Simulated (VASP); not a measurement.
```
NiSi2
1.0
    0.00000     2.74780     2.74780
    2.74780     0.00000     2.74780
    2.74780     2.74780     0.00000
Si Ni
2 1
Direct
  0.25000   0.25000   0.25000
  0.75000   0.75000   0.75000
  0.00000   0.00000   0.00000
```

Method: r2SCAN meta-GGA, VASP's PBE PAW potentials (set 64) (plane waves; VASP). Run with 520 eV cut-off, 10×10×10 Γ-centred mesh, first-order Methfessel-Paxton smearing of 0.10 eV, potentials Si Ni.

Q: What does the run give for the energy per atom (σ→0), pressure, band gap (on the k-mesh) with the smallest direct gap where there is one?

A: 
```json
{
 "band gap (on the k-mesh)": "none (metal, semimetal or under 0.01 eV)",
 "energy per atom (σ→0)": "-10.155 eV/atom",
 "pressure": "-8.63 GPa"
}
```

Only differences to runs with the same potentials and settings are physical.

The compound is NiSi2 in the fluorite structure. This cell is one point of a volume scan, at 1.06 of the reference volume. The run is not spin-polarised, so no magnetic state was tried.
